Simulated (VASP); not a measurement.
A convergence study with VASP on PdIn (CsCl type): one setting is varied, all else stays as given below, so the limit is that of these other settings. Each run relaxes cell and ions; the cell shown is the tightest run's result. The basis is that of the starting cell, so low cut-offs carry a Pulay error.

```xyz
2
Lattice="3.3094 0.0000 0.0000 0.0000 3.3094 0.0000 0.0000 0.0000 3.3094" Properties=species:S:1:pos:R:3 pbc="T T T"
In     1.6547     1.6547     1.6547
Pd     0.0000     0.0000     0.0000
```

The numbers are results of PBE GGA, VASP's PBE PAW potentials (set 64) (plane waves; VASP), not measurements. The tightest run used: 700 eV cut-off, 10×10×10 Γ-centred mesh, first-order Methfessel-Paxton smearing of 0.10 eV, potentials In_d Pd.

The reference is ENCUT = 700, which took about 2 core-minutes. Times come from single runs on busy shared machines, so they are rough: good to a factor of about 2.

Task: Of the settings ENCUT = 200; ENCUT = 250; ENCUT = 300; ENCUT = 350; ENCUT = 400; ENCUT = 450; ENCUT = 500; ENCUT = 550; ENCUT = 600; ENCUT = 650; ENCUT = 700, which is the lowest that keeps the difference from the reference in relaxed volume (Å³/atom) within 0.05 from there on, and what does it cost?

Result: ENCUT = 450; its cost over the reference is within a factor of 2.
```csv
setting,difference in relaxed volume (Å³/atom),cost over the reference
ENCUT = 200,2.430,about 1/2
ENCUT = 250,0.385,about 1/2
ENCUT = 300,0.047,about 1/3
ENCUT = 350,0.145,about 1/2
ENCUT = 400,0.070,within a factor of 2
ENCUT = 450,0.005,within a factor of 2
ENCUT = 500,0.002,within a factor of 2
ENCUT = 550,0.014,within a factor of 2
ENCUT = 600,0.012,within a factor of 2
ENCUT = 650,0.004,within a factor of 2
ENCUT = 700,0.000,reference
```

Left out are rungs that failed or repeat a setting and relaxations that didn't move; long series are thinned to 24 rows.

The compound is PdIn in the CsCl type structure. The electron count is odd and the run is not spin-polarised, which forces a metal.
